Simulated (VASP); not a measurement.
**BaTiO3 (space group Pm-3m): computed properties**

These are LDA (Ceperley-Alder, Perdew-Zunger), VASP's LDA PAW potentials (set 64) (plane waves; VASP) values and carry that method's errors.

```json
{
 "space_group": "Pm-3m (221)",
 "cell": "a = b = c = 3.951 Å, α = β = γ = 90.00°",
 "volume_per_atom": "12.34 Å³/atom",
 "band gap (over mesh and band path)": "1.73 eV",
 "smallest direct gap (over mesh and band path)": "1.83 eV",
 "band_edge_character_without_spin_orbit_coupling": "indirect, R to Γ",
 "band_gap_with_spin_orbit_coupling": "1.71 eV",
 "density": "6.28 g/cm³",
 "optical Γ-point spectrum": "155i (×3), 186 (×3), 291 (×3), 477 (×3) cm⁻¹"
}
```

BaTiO₃ is taken in the cubic space group Pm-3m (No. 221), the cubic perovskite structure, Pearson symbol cP5. Cell: a = 3.951 Å, b = 3.951 Å, c = 3.951 Å, α = 90.00°, β = 90.00°, γ = 90.00°. Ba on 1b sees 12 O at 2.794 Å (cuboctahedral). Ti on 1a is surrounded by 6 O at 1.976 Å (octahedral). O on 3d is surrounded by 2 Ti at 1.976 Å and 4 Ba at 2.794 Å (octahedral). (Neighbours: up to the widest gap in distance over summed covalent radii, below 1.35, at either atom; cation-cation and far metal-metal contacts left out.)

Unless said otherwise, spin-orbit coupling is left out, though it shifts the bands of the heavy elements here.

The structure comes from a computed database's BaTiO3 entry (Pm-3m); how it stands against other phases isn't given here. It was relaxed first. Symmetry was kept, so distortions that lower it aren't found.
